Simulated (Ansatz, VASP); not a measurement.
# MgH36C31S4N2O35F12: VASP beside Ansatz, part 2 of 2

One calculation is typed for both programs; each brings its own data sets. How far apart do they land? Of the first pair: The structure shown is frame 70 of Ansatz's trajectory.

VASP 6.6.1 and Ansatz 0.2.0.

So far. Step 3 (VASP: single point, PBE with D3(BJ), pair 1): The run ends at a pressure of 1.38 GPa, with forces up to 4.6 eV/Å.

### Step 4. Comparison

Known differences besides the potentials themselves: fixed occupations in Ansatz, narrow Gaussian smearing in VASP; the data sets hold 498 valence electrons in Ansatz (on its default PAW (the set named soft_2) files) and 490 in VASP; the cutoff is 420 eV in Ansatz and 520 eV in VASP (PREC = Accurate, projectors in real space). Total energies have different zeros and are not compared.

Forces on 10 of the 121 atoms, those with the largest forces and the largest differences (eV/Å; atoms numbered as in POSCAR):

```tsv
atom	Ansatz x, y, z	VASP x, y, z
S5	0.684, 3.544, 0.158	0.627, 3.215, 0.210
O17	-1.450, -3.586, -2.194	-1.327, -3.662, -2.249
O18	-1.060, -0.406, 0.786	-1.227, -0.620, 1.291
O36	0.284, 0.042, 0.288	0.192, 0.366, 0.688
C43	-3.089, -1.215, -0.218	-2.787, -0.857, -0.413
C47	-0.956, 1.986, 3.095	-0.927, 2.116, 3.239
C56	-0.161, -1.719, -2.770	-0.008, -1.741, -2.879
C59	3.240, -2.356, 1.506	3.349, -2.450, 1.597
C69	1.208, -3.004, -1.864	1.159, -3.109, -2.007
C72	-1.173, -2.172, 3.640	-1.206, -2.339, 3.750
```

The forces differ by 136 meV/Å r.m.s., which is 12.5 % of the r.m.s. force of 1.093 eV/Å (both taken over all components).

### Step 5. Ansatz: dynamics, PBE with D3(BJ)

One frame of this run of dynamics is then solved in both programs, so the motion causes no difference.

The structure compared here is frame 140 of Ansatz's trajectory.

input.yaml reads:

```yaml
crystal:
  lattice:
    - [11.32832, 0.0, 0.0]
    - [0.0, 11.32832, 0.0]
    - [0.0, 0.0, 11.32832]
  atoms:
    - { symbol: "N", position: [0.26212, 0.10548, 0.68438] }
    - { symbol: S, position: [0.38684, 0.09842, 0.6221] }
    - { symbol: O, position: [0.48225, 0.03356, 0.68116] }
    - { symbol: O, position: [0.37021, 0.06868, 0.49934] }
    - { symbol: C, position: [0.42971, 0.25692, 0.63206] }
    - { symbol: F, position: [0.34026, 0.33832, 0.6181] }
    - { symbol: F, position: [0.49687, 0.28978, 0.53654] }
    - { symbol: F, position: [0.48362, 0.29115, 0.73479] }
    - { symbol: S, position: [0.27906, 0.14291, 0.81886] }
    - { symbol: O, position: [0.24317, 0.26492, 0.82921] }
    - { symbol: O, position: [0.38718, 0.10613, 0.87335] }
    - { symbol: C, position: [0.15977, 0.04528, 0.88298] }
    - { symbol: F, position: [0.05747, 0.04796, 0.81741] }
    - { symbol: F, position: [0.1346, 0.08134, 0.99926] }
    - { symbol: F, position: [0.19346, 0.9346, 0.89114] }
    - { symbol: "N", position: [0.60529, 0.69455, 0.53592] }
    - { symbol: S, position: [0.68138, 0.58953, 0.47348] }
    - { symbol: O, position: [0.80347, 0.57199, 0.50452] }
    - { symbol: O, position: [0.61884, 0.4759, 0.46169] }
    - { symbol: C, position: [0.68894, 0.65431, 0.32408] }
    - { symbol: F, position: [0.73764, 0.58652, 0.23974] }
    - { symbol: F, position: [0.74443, 0.75894, 0.32644] }
    - { symbol: F, position: [0.58161, 0.68258, 0.27636] }
    - { symbol: S, position: [0.64042, 0.70898, 0.66995] }
    - { symbol: O, position: [0.57397, 0.79793, 0.73512] }
    - { symbol: O, position: [0.76143, 0.7403, 0.70049] }
    - { symbol: C, position: [0.59856, 0.56016, 0.72294] }
    - { symbol: F, position: [0.49583, 0.5202, 0.66716] }
    - { symbol: F, position: [0.57015, 0.56713, 0.83524] }
    - { symbol: F, position: [0.68082, 0.47665, 0.72334] }
    - { symbol: O, position: [0.64096, 0.12078, 0.85934] }
    - { symbol: C, position: [0.65663, 0.21941, 0.90922] }
    - { symbol: O, position: [0.55947, 0.29699, 0.94314] }
    - { symbol: C, position: [0.60764, 0.37155, 0.02744] }
    - { symbol: C, position: [0.73639, 0.37468, 0.00164] }
    - { symbol: O, position: [0.75932, 0.27047, 0.9452] }
    - { symbol: H, position: [0.5876, 0.32891, 0.11081] }
    - { symbol: H, position: [0.57366, 0.45866, 0.01255] }
    - { symbol: H, position: [0.78432, 0.36751, 0.08206] }
    - { symbol: H, position: [0.76111, 0.4475, 0.94309] }
    - { symbol: O, position: [0.0157, 0.23729, 0.37112] }
    - { symbol: C, position: [0.05867, 0.27739, 0.28093] }
    - { symbol: O, position: [0.99156, 0.27564, 0.18191] }
    - { symbol: C, position: [0.05262, 0.33399, 0.09259] }
    - { symbol: C, position: [0.17476, 0.36504, 0.14417] }
    - { symbol: O, position: [0.17635, 0.31832, 0.25931] }
    - { symbol: H, position: [0.00185, 0.40853, 0.07785] }
    - { symbol: H, position: [0.04777, 0.28046, 0.01078] }
    - { symbol: H, position: [0.19023, 0.46137, 0.15742] }
    - { symbol: H, position: [0.24553, 0.33424, 0.09624] }
    - { symbol: O, position: [0.50363, 0.90953, 0.95066] }
    - { symbol: C, position: [0.46497, 0.91113, 0.05198] }
    - { symbol: O, position: [0.35514, 0.94464, 0.07279] }
    - { symbol: C, position: [0.35807, 0.9934, 0.18672] }
    - { symbol: C, position: [0.45247, 0.92621, 0.24695] }
    - { symbol: O, position: [0.52125, 0.88004, 0.15282] }
    - { symbol: H, position: [0.26792, 0.98216, 0.23125] }
    - { symbol: H, position: [0.38075, 0.08943, 0.18244] }
    - { symbol: H, position: [0.41475, 0.84672, 0.29183] }
    - { symbol: H, position: [0.49493, 0.98346, 0.31424] }
    - { symbol: O, position: [0.69961, 0.9849, 0.67326] }
    - { symbol: C, position: [0.79192, 0.96879, 0.61706] }
    - { symbol: O, position: [0.80205, 0.89085, 0.5263] }
    - { symbol: C, position: [0.92193, 0.88302, 0.50732] }
    - { symbol: C, position: [0.98055, 0.93481, 0.61238] }
    - { symbol: O, position: [0.89481, 0.01756, 0.65174] }
    - { symbol: H, position: [0.9517, 0.93448, 0.43047] }
    - { symbol: H, position: [0.94909, 0.79544, 0.49494] }
    - { symbol: H, position: [0.06686, 0.97692, 0.59809] }
    - { symbol: H, position: [0.99002, 0.86948, 0.68144] }
    - { symbol: O, position: [0.72893, 0.90846, 0.90019] }
    - { symbol: C, position: [0.79974, 0.86115, 0.96707] }
    - { symbol: O, position: [0.77204, 0.77079, 0.04625] }
    - { symbol: C, position: [0.88144, 0.72318, 0.08211] }
    - { symbol: C, position: [0.97721, 0.8058, 0.03617] }
    - { symbol: O, position: [0.91996, 0.87689, 0.95443] }
    - { symbol: H, position: [0.88059, 0.63583, 0.03926] }
    - { symbol: H, position: [0.87295, 0.72158, 0.173] }
    - { symbol: H, position: [0.05515, 0.76137, 0.00268] }
    - { symbol: H, position: [0.00276, 0.85531, 0.11666] }
    - { symbol: O, position: [0.10424, 0.7019, 0.24426] }
    - { symbol: C, position: [0.16657, 0.6871, 0.33286] }
    - { symbol: O, position: [0.20738, 0.5761, 0.35914] }
    - { symbol: C, position: [0.26432, 0.58752, 0.47012] }
    - { symbol: C, position: [0.24275, 0.71223, 0.51134] }
    - { symbol: O, position: [0.20374, 0.77071, 0.40756] }
    - { symbol: H, position: [0.35993, 0.5726, 0.45644] }
    - { symbol: H, position: [0.23709, 0.52359, 0.53428] }
    - { symbol: H, position: [0.31819, 0.74669, 0.55122] }
    - { symbol: H, position: [0.17225, 0.71637, 0.57339] }
    - { symbol: O, position: [0.77744, 0.00179, 0.15819] }
    - { symbol: C, position: [0.74325, 0.07062, 0.23436] }
    - { symbol: O, position: [0.78146, 0.06953, 0.34916] }
    - { symbol: C, position: [0.70571, 0.13927, 0.41254] }
    - { symbol: C, position: [0.6738, 0.23478, 0.32303] }
    - { symbol: O, position: [0.69082, 0.17881, 0.21032] }
    - { symbol: H, position: [0.75453, 0.17066, 0.48863] }
    - { symbol: H, position: [0.61984, 0.09065, 0.43867] }
    - { symbol: H, position: [0.71715, 0.3218, 0.32308] }
    - { symbol: H, position: [0.57662, 0.26442, 0.32506] }
    - { symbol: O, position: [0.9836, 0.56222, 0.86786] }
    - { symbol: C, position: [0.98089, 0.49384, 0.78492] }
    - { symbol: O, position: [0.02411, 0.52525, 0.67042] }
    - { symbol: C, position: [0.03565, 0.41256, 0.61312] }
    - { symbol: C, position: [0.94272, 0.34827, 0.67555] }
    - { symbol: O, position: [0.9674, 0.37664, 0.79344] }
    - { symbol: H, position: [0.12263, 0.38464, 0.62052] }
    - { symbol: H, position: [0.01141, 0.424, 0.52085] }
    - { symbol: H, position: [0.96013, 0.2591, 0.663] }
    - { symbol: H, position: [0.85065, 0.37324, 0.65162] }
    - { symbol: O, position: [0.34973, 0.82204, 0.78741] }
    - { symbol: C, position: [0.32888, 0.72887, 0.83579] }
    - { symbol: O, position: [0.27571, 0.63979, 0.78465] }
    - { symbol: C, position: [0.29446, 0.54066, 0.86242] }
    - { symbol: C, position: [0.30879, 0.59895, 0.98022] }
    - { symbol: O, position: [0.37456, 0.6973, 0.9416] }
    - { symbol: H, position: [0.37682, 0.50538, 0.83982] }
    - { symbol: H, position: [0.21819, 0.48169, 0.85419] }
    - { symbol: H, position: [0.36523, 0.54903, 0.04452] }
    - { symbol: H, position: [0.22028, 0.62593, 0.0158] }
    - { symbol: Mg, position: [0.59268, 0.96614, 0.80735] }
kpoints:
  mp_grid: { grid: [1, 1, 1] }
hamiltonian:
  xc: pbe
  dispersion: d3bj
scf:
  occupations: { method: fixed }
output:
  forces: true
md:
  timestep: 0.5
  n_steps: 209
  ensemble: nvt_langevin
  temperature: 400
  initial_velocities: maxwell_boltzmann
  seed: 9534
```

On the command line:

```bash
$ ansatz run input.yaml --threads 4 --pin off --max-ram 8192MiB --backend cpu --events-out ev --progress --plain --runs-dir out
```

Numbers of over 12 decimals in the logs are rounded to 6 here.

The program printed:

```text
[...]
Crystal: 121 atoms, lattice volume = 1453.773 Å³
Basis set: ecut = 420 eV, 28425 PW (Γ), exchange–correlation on 160×160×160 points (8 copies of the dense FFT grid, shifted against one another)
Bands: 370, of which v1, the nominal top of the filled ones, is band 249 counted from 1 (248 counted from 0)
Symmetry: 1 space group operations
k-points: 1
[...]
atom   7  F     -0.02121662    -0.11530811    -0.66244029
  atom   8  F     -0.43701942    -0.06015302    -0.23106156
[...]
atom 118  H      0.28973296     0.28581905    -0.33699207
  atom 119  H     -1.13379977     0.37416186    -0.29086187
  atom 120  H      0.42278191     0.76423120    -0.84104787
  atom 121  Mg     0.14591879    -1.71066013    -0.66854682
  max |Σ_I F_I| component: 1.44e-5 eV/Å
--- MD trajectory: 209 steps, t = 0.0 → 104.5 fs ---
[...]
[key lines of the parts left out:]
SCF converged after 9 iterations
Free energy (F): -44186.209134 eV
Fermi energy:    0.039397 eV
```

### Step 6. VASP: single point, PBE with D3(BJ), pair 2

The same cell, functional and mesh now go to VASP, with its own data sets.

INCAR reads:

```
SYSTEM = MgH36C31S4N2O35F12
PREC = Accurate
ENCUT = 520
EDIFF = 1E-06
NELM = 120
ISMEAR = 0
SIGMA = 0.01
LREAL = Auto
ALGO = Normal
GGA = PE
IVDW = 12
NBANDS = 336
LORBIT = 11
LWAVE = .FALSE.
LCHARG = .FALSE.
ISIF = 2
LASPH = .TRUE.
GGA_COMPAT = .FALSE.
EFERMI = MIDGAP
NCORE = 4
```

POSCAR reads:

```
MgH36C31S4N2O35F12
1.0
   11.3283200000      0.0000000000      0.0000000000
    0.0000000000     11.3283200000      0.0000000000
    0.0000000000      0.0000000000     11.3283200000
N S O C F H Mg
2 4 35 31 12 36 1
Direct
    0.2649466117      0.1221010706      0.7043409791
    0.6413042711      0.7070421739      0.5446791757
    0.3746274823      0.1024247196      0.6154928533
    0.2693161916      0.1440902093      0.8492786221
    0.7050030366      0.6000889805      0.4642259399
    0.6627196266      0.7174408915      0.6814426146
    0.4782880427      0.0371370159      0.6549603119
    0.3250349566      0.0781227931      0.4987500353
    0.2283127595      0.2621306602      0.8734569645
    0.3778141860      0.1105900963      0.9051827632
    0.8299024039      0.5828225191      0.4835756758
    0.6240466371      0.5008068275      0.4582497670
    0.5935566792      0.8159197480      0.7282456710
    0.7830640377      0.7128064885      0.7273982373
    0.6349308635      0.1328440581      0.8477514759
    0.5573818536      0.2971579193      0.9491433858
    0.7597066467      0.2711964351      0.9214958617
    0.0088009520      0.2211184006      0.3694281235
    0.9839764413      0.2786556171      0.1768135081
    0.1568458518      0.3069828536      0.2598178724
    0.4912467162      0.9020313692      0.9478104432
    0.3511641620      0.9500614389      0.0842137228
    0.5246762097      0.8727860795      0.1491395017
    0.7038642976      0.0114032796      0.6492048247
    0.8161051241      0.8926919437      0.5313232677
    0.9047413915      0.0041753764      0.6629667947
    0.7502877744      0.9076985820      0.9051209712
    0.7920238835      0.7502348098      0.0379491399
    0.9379501991      0.8638968532      0.9634085195
    0.1379904522      0.6877983673      0.2208888873
[... 85 atom lines left out ...]
    0.9035585153      0.2852761928      0.6307819694
    0.2572226067      0.4476391910      0.8629081806
    0.1500487274      0.5694048191      0.9077338917
    0.4101932149      0.5319676704      0.9630748425
    0.2925058614      0.5828490014      0.0695336996
    0.5927445552      0.9665687410      0.8060859863
```

KPOINTS reads:

```
Automatic mesh
0
Gamma
1 1 1
0 0 0
```

The projector-augmented-wave data sets are N, S, O, C, F, H and Mg (PBE family, release 64).

On the command line:

```bash
$ mpirun -np 16 vasp_gam
```

The program printed:

```text
[... set-up lines as in an earlier step ...]
 entering main loop
       N       E                     dE             d eps       ncg     rms          rms(c)
DAV:   1     0.426774683935E+04    0.42677E+04   -0.28492E+05   696   0.140E+03
DAV:   2    -0.377218730964E+03   -0.46450E+04   -0.44494E+04   816   0.348E+02
DAV:   3    -0.774113083170E+03   -0.39689E+03   -0.39322E+03   800   0.107E+02
DAV:   4    -0.782653887646E+03   -0.85408E+01   -0.84909E+01   840   0.166E+01
[...]
DAV:  18    -0.723779579428E+03    0.48213E-05   -0.36607E-06   728   0.687E-03    0.499E-03
DAV:  19    -0.723779577622E+03    0.18067E-05   -0.20332E-06   624   0.499E-03    0.196E-03
DAV:  20    -0.723779577273E+03    0.34873E-06   -0.10193E-06   552   0.274E-03
   1 F= -.73079989E+03 E0= -.73079989E+03  d E =0.000000E+00
```

Parts of OUTCAR (step 6):

```text
  FREE ENERGIE OF THE ION-ELECTRON SYSTEM (eV)
  ---------------------------------------------------
  free  energy   TOTEN  =      -730.7998929717 eV

  energy  without entropy=     -730.7998929717  energy(sigma->0) =     -730.79989297
```

The run ends at a pressure of 0.05 GPa, with forces up to 5.4 eV/Å.

### Step 7. Differences

What differs besides the data sets and the points named for the pairs above, as far as they apply: the data sets hold 498 valence electrons in Ansatz (on its default PAW (the set named soft_2) files) and 490 in VASP. Total energies have different zeros and are not compared.

Forces on 9 of the 121 atoms, those with the largest forces and the largest differences (eV/Å; atoms numbered as in POSCAR):

```tsv
atom	Ansatz x, y, z	VASP x, y, z
O17	-2.884, -2.276, -0.403	-2.743, -2.353, -0.471
O30	-0.336, 0.449, -1.353	-0.520, 0.477, -1.884
O33	0.428, -0.358, -1.230	0.681, -0.746, -1.610
C42	4.054, -2.790, 0.240	4.249, -3.271, 0.298
C48	1.426, -0.439, 3.079	1.465, -0.275, 3.164
C55	3.069, 1.966, 1.022	3.213, 1.887, 1.001
C56	1.179, -1.704, -2.565	1.287, -1.750, -2.659
C69	2.439, -0.205, 2.783	2.432, -0.298, 2.706
F73	-3.166, 2.395, -1.101	-3.737, 2.748, -1.295
```

The forces differ by 140 meV/Å r.m.s., which is 12.8 % of the r.m.s. force of 1.090 eV/Å (both taken over all components).

### Step 8. Ansatz: dynamics, PBE with D3(BJ)

One frame of this run of dynamics is then solved in both programs, so the motion causes no difference.

The structure compared here is frame 209 of Ansatz's trajectory.

input.yaml is that of step 5.

On the command line:

```bash
$ ansatz run input.yaml --threads 4 --pin off --max-ram 8192MiB --backend cpu --events-out ev --progress --plain --runs-dir out
```

The program printed:

```text
[...]
Crystal: 121 atoms, lattice volume = 1453.773 Å³
Basis set: ecut = 420 eV, 28425 PW (Γ), exchange–correlation on 160×160×160 points (8 copies of the dense FFT grid, shifted against one another)
Bands: 370, of which v1, the nominal top of the filled ones, is band 249 counted from 1 (248 counted from 0)
Symmetry: 1 space group operations
k-points: 1
[...]
atom   7  F     -0.02121662    -0.11530811    -0.66244029
  atom   8  F     -0.43701942    -0.06015302    -0.23106156
[...]
atom 118  H      0.28973296     0.28581905    -0.33699207
  atom 119  H     -1.13379977     0.37416186    -0.29086187
  atom 120  H      0.42278191     0.76423120    -0.84104787
  atom 121  Mg     0.14591879    -1.71066013    -0.66854682
  max |Σ_I F_I| component: 1.44e-5 eV/Å
--- MD trajectory: 209 steps, t = 0.0 → 104.5 fs ---
[...]
[key lines of the parts left out:]
SCF converged after 9 iterations
Free energy (F): -44186.209134 eV
Fermi energy:    0.039397 eV
```

### Step 9. VASP: single point, PBE with D3(BJ), pair 3

The same cell, functional and mesh now go to VASP, with its own data sets.

INCAR is that of step 6.

POSCAR reads:

```
MgH36C31S4N2O35F12
1.0
   11.3283200000      0.0000000000      0.0000000000
    0.0000000000     11.3283200000      0.0000000000
    0.0000000000      0.0000000000     11.3283200000
N S O C F H Mg
2 4 35 31 12 36 1
Direct
    0.2554924296      0.1203708935      0.7168935906
    0.6593122369      0.7093196520      0.5443172509
    0.3616599814      0.1000413124      0.6232168583
    0.2671181605      0.1493248778      0.8542396401
    0.7037848507      0.5969199316      0.4659649445
    0.6787502472      0.7130095195      0.6802332561
    0.4637845682      0.0434309765      0.6713263750
    0.3137005311      0.0476857998      0.5151072710
    0.2186643739      0.2637813904      0.8766613231
    0.3712289201      0.1106960255      0.9098701308
    0.8275984435      0.5777379170      0.4687102765
    0.6213807520      0.4936389509      0.4702727324
    0.5950308607      0.8078691280      0.7194094093
    0.7960315387      0.7087458688      0.7325534589
    0.6178497783      0.1334531510      0.8457388209
    0.5596769865      0.2878891133      0.9540867490
    0.7548162481      0.2655027400      0.9166054631
    0.0144681647      0.2241726929      0.3740536990
    0.9839234767      0.2775345329      0.1849347476
    0.1588408520      0.3136828762      0.2627574080
    0.4947158979      0.9268452869      0.9515797576
    0.3480569052      0.9538572357      0.0944535465
    0.5140303240      0.8540454366      0.1398530409
    0.7186943872      0.9901379905      0.6635494054
    0.8292756561      0.8936188243      0.5288162764
    0.9172851756      0.0076533855      0.6582088077
    0.7501995000      0.8963200192      0.9092786927
    0.7953871360      0.7530331064      0.0483919946
    0.9340308183      0.8739159911      0.9749724584
    0.1638989718      0.6757665744      0.2166870286
[... 85 atom lines left out ...]
    0.9602394706      0.2693250191      0.6234993362
    0.2520055931      0.4426693455      0.8776411683
    0.1399413152      0.5504523177      0.9049355950
    0.3952925059      0.5525620745      0.0036545578
    0.2550775402      0.5862122539      0.0752538770
    0.5963284935      0.9731804893      0.8095728228
```

KPOINTS is that of step 6.

On the command line:

```bash
$ mpirun -np 16 vasp_gam
```

The program printed:

```text
[... set-up lines as in an earlier step ...]
 entering main loop
       N       E                     dE             d eps       ncg     rms          rms(c)
DAV:   1     0.433071671201E+04    0.43307E+04   -0.28440E+05   688   0.140E+03
DAV:   2    -0.373203341040E+03   -0.47039E+04   -0.45184E+04   824   0.350E+02
DAV:   3    -0.775448847573E+03   -0.40225E+03   -0.39844E+03   800   0.107E+02
DAV:   4    -0.783985668015E+03   -0.85368E+01   -0.84862E+01   824   0.168E+01
[...]
DAV:  18    -0.724537176484E+03    0.45753E-05   -0.39759E-06   744   0.545E-03    0.523E-03
DAV:  19    -0.724537174244E+03    0.22404E-05   -0.16003E-06   600   0.454E-03    0.185E-03
DAV:  20    -0.724537173875E+03    0.36866E-06   -0.11013E-06   552   0.259E-03
   1 F= -.73155305E+03 E0= -.73155305E+03  d E =0.000000E+00
```

Parts of OUTCAR (step 9):

```text
  FREE ENERGIE OF THE ION-ELECTRON SYSTEM (eV)
  ---------------------------------------------------
  free  energy   TOTEN  =      -731.5530543458 eV

  energy  without entropy=     -731.5530543458  energy(sigma->0) =     -731.55305435
```

The run ends at a pressure of 1.08 GPa, with forces up to 4.9 eV/Å.

### Step 10. Differences

What differs besides the data sets and the points named for the pairs above, as far as they apply: the data sets hold 498 valence electrons in Ansatz (on its default PAW (the set named soft_2) files) and 490 in VASP. Total energies have different zeros and are not compared.

Forces on 8 of the 121 atoms, those with the largest forces and the largest differences (eV/Å; atoms numbered as in POSCAR):

```tsv
atom	Ansatz x, y, z	VASP x, y, z
S4	-2.656, -1.929, -1.483	-2.384, -1.762, -1.355
O24	-2.687, 1.056, 1.225	-3.246, 1.205, 1.501
O39	0.427, 0.580, 0.212	0.519, 1.023, -0.155
C42	2.965, -2.197, 2.300	2.972, -2.651, 2.437
C46	-1.280, 2.615, 1.893	-1.235, 2.779, 1.993
C55	4.027, -0.425, -1.732	4.317, -0.504, -1.853
C56	-0.160, -2.613, -4.013	-0.022, -2.648, -4.097
F73	-2.212, 1.312, -1.262	-2.660, 1.692, -1.492
```

The forces differ by 148 meV/Å r.m.s., which is 13.2 % of the r.m.s. force of 1.123 eV/Å (both taken over all components).

### Step 11. Outcome

```
r.m.s. force difference (single point, PBE with D3(BJ), pair 1) : 12 % of the r.m.s. force
r.m.s. force difference (single point, PBE with D3(BJ), pair 2) : 13 % of the r.m.s. force
r.m.s. force difference (single point, PBE with D3(BJ), pair 3) : 13 % of the r.m.s. force
```

In words: The r.m.s. force difference is 13 % of the r.m.s. force (single point, PBE with D3(BJ), pair 3), beyond the 3 % picked in this series as the mark of a large difference. The data sets hold unlike numbers of valence electrons (498 in Ansatz and 490 in VASP), so part of the differences comes from the potentials. What causes the difference of the single point, PBE with D3(BJ), pair 1 pair stays open here. What causes the difference of the single point, PBE with D3(BJ), pair 2 pair stays open here. What causes the difference of the single point, PBE with D3(BJ), pair 3 pair stays open here. How closely two codes agree says nothing of how well the functional describes the real material.

[Lines on the potential files, build, host, timing and source positions are cut from VASP's logs without a mark.]

[Logs are printed without paths, hosts, clocks, repeated set-up lines and the standing remarks that a program may print on its own settings, such as how far it seeks lower states.]

[Hosts, paths, dates, database ids (printed as entryN), source tags and the programs' standing remarks are cut or masked in the printed files.]
